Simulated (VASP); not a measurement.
Given:

```
MgSe
1.0
    0.00000     2.96893     2.96893
    2.96893     0.00000     2.96893
    2.96893     2.96893     0.00000
Mg Se
1 1
Direct
  0.00000   0.00000   0.00000
  0.25000   0.25000   0.25000
```

Computed with PBEsol GGA, VASP's PBE PAW potentials (set 64) (plane waves; VASP 6.6.1). Run with 400 eV cut-off, Gaussian smearing of 0.050 eV, potentials Mg Se.

Task: Estimate the band gap (along the path) with the smallest direct gap where there is one.

Result: 
```json
{
  "band gap (along the path)": "2.52 eV",
  "smallest direct gap (along the path)": "2.52 eV"
}
```

The absolute energy has meaning only against runs of the same code, potentials and settings.

The structure comes from a computed database's MgSe entry (F-43m); how it stands against other phases isn't given here. The cell was not relaxed at this level.
